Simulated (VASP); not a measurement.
# ZnO (wurtzite): computed properties

Calculation: r2SCAN meta-GGA, VASP's PBE PAW potentials (set 64) (plane waves; VASP).

For ZnO, the space group is P6_3mc (186), the cell comes out as a = b = 3.2469 Å, c = 5.2098 Å, α = β = 90.00°, γ = 120.00° and the volume per atom is 11.89 Å³/atom. The band gap (over mesh and band path) is 1.23 eV and the smallest direct gap (over mesh and band path) is 1.23 eV. The band-edge character is direct, Γ to Γ and the density is 5.68 g/cm³.

```cif
data_O2Zn2
_chemical_formula_sum 'Zn2 O2'
_space_group_name_H-M_alt 'P63mc'
_space_group_IT_number 186
_space_group_name_Hall 'P 6c -2c'
_cell_length_a 3.24695
_cell_length_b 3.24695
_cell_length_c 5.20979
_cell_angle_alpha 90.000
_cell_angle_beta 90.000
_cell_angle_gamma 120.000
loop_
_atom_site_label
_atom_site_type_symbol
_atom_site_symmetry_multiplicity
_atom_site_Wyckoff_symbol
_atom_site_fract_x
_atom_site_fract_y
_atom_site_fract_z
_atom_site_occupancy
Zn1 Zn 2 b 0.33333 0.66667 0.00030 1
O1 O 2 b 0.33333 0.66667 0.38170 1
```

Measured: gap 3.60 eV (computed value off by -2.37 eV), as given by Wei Chen et al., Physical Review Materials (2018), doi:10.1103/physrevmaterials.2.073803 [zero-point renormalisation of 0.16 eV added back (the table's ZPR column)]; a 3.248 Å at 4 K (computed value off by -0.0 %), c 5.204 Å at 4 K (computed value off by +0.1 %), as given by arXiv:1206.3780. The calculation is for a static lattice, while the measured a, c hold thermal and zero-point effects, which are part of the difference.

The compound is ZnO in the wurtzite structure. It was relaxed first. Symmetry was kept, so distortions that lower it aren't found.
